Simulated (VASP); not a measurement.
```
Os
1.0
    1.34620    -2.33168     0.00000
    1.34620     2.33168     0.00000
    0.00000     0.00000     4.26568
Os
2
Direct
  0.33333   0.66667   0.25000
  0.66667   0.33333   0.75000
```

Level of theory: PBE GGA, VASP's PBE PAW potentials (set 64) (plane waves; VASP). Settings: 500 eV cut-off, 15×15×9 Γ-centred mesh, first-order Methfessel-Paxton smearing of 0.10 eV, potentials Os.

Energy and stress use the plane-wave basis of the starting cell.

### Question
The ions, cell shape and volume at an external pressure of 45.0 GPa are relaxed. Predict the relaxed structure.

### Answer

```
Os
1.0
    1.33431    -2.31110     0.00000
    1.33431     2.31110     0.00000
    0.00000     0.00000     4.23189
Os
2
Direct
  0.33333   0.66667   0.25000
  0.66667   0.33333   0.75000
```
Space group P6_3/mmc (194), at a tolerance of 0.03 Å.

### Question
How do energy and volume change from the first to the last step?

### Answer
The energy (σ→0) changes by +79.3 meV/atom and the volume by -2.5 %, in 7 ionic steps.

The compound is Os in the hcp structure. This run relaxes it under an external pressure of 45 GPa. Symmetry was kept, so distortions that lower it aren't found.
